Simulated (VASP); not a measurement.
Elastic constants (GPa) of a crystal from VASP 6.6.1 with r2SCAN meta-GGA, VASP's PBE PAW potentials (set 64):

```json
[
 {"": "xx", "xx": "76.7", "yy": "53.3", "zz": "53.3", "yz": "0.0", "xz": "0.0", "xy": "0.0"},
 {"": "yy", "xx": "53.3", "yy": "76.7", "zz": "53.3", "yz": "0.0", "xz": "0.0", "xy": "0.0"},
 {"": "zz", "xx": "53.3", "yy": "53.3", "zz": "76.7", "yz": "0.0", "xz": "0.0", "xy": "0.0"},
 {"": "yz", "xx": "0.0", "yy": "0.0", "zz": "0.0", "yz": "32.7", "xz": "0.0", "xy": "0.0"},
 {"": "xz", "xx": "0.0", "yy": "0.0", "zz": "0.0", "yz": "0.0", "xz": "32.7", "xy": "0.0"},
 {"": "xy", "xx": "0.0", "yy": "0.0", "zz": "0.0", "yz": "0.0", "xz": "0.0", "xy": "32.7"}
]
```

### Question
Work out the Voigt, Reuss and Hill moduli, Young's modulus and Poisson's ratio.

### Answer
All eigenvalues are positive (smallest 23.4 GPa), so the crystal is stable. K_V = (C11+C22+C33+2(C12+C13+C23))/9 = (230.1 + 2×159.9)/9 = 61.1 GPa; G_V = (230.1 − 159.9 + 3×98.1)/15 = 24.3 GPa. From the compliances, K_R = 61.1 GPa and G_R = 19.0 GPa. Hill: K = 61.1 GPa, G = 21.7 GPa, E = 9KG/(3K+G) = 58.1 GPa, ν = (3K−2G)/(2(3K+G)) = 0.341. K/G = 2.82, above Pugh's 1.75; universal anisotropy A^U = 1.38.

### Question
With a density of 2.07 g/cm³, what are the mean sound speeds?

### Answer
v_l = √((K+4G/3)/ρ) = 6.59 km/s and v_t = √(G/ρ) = 3.23 km/s. The crystal is MgS (relaxed from the zincblende structure, space group F-43m), cubic.

The structure was generated: MgS was put into the zincblende type (F-43m), which need not be its known phase. It was relaxed first.
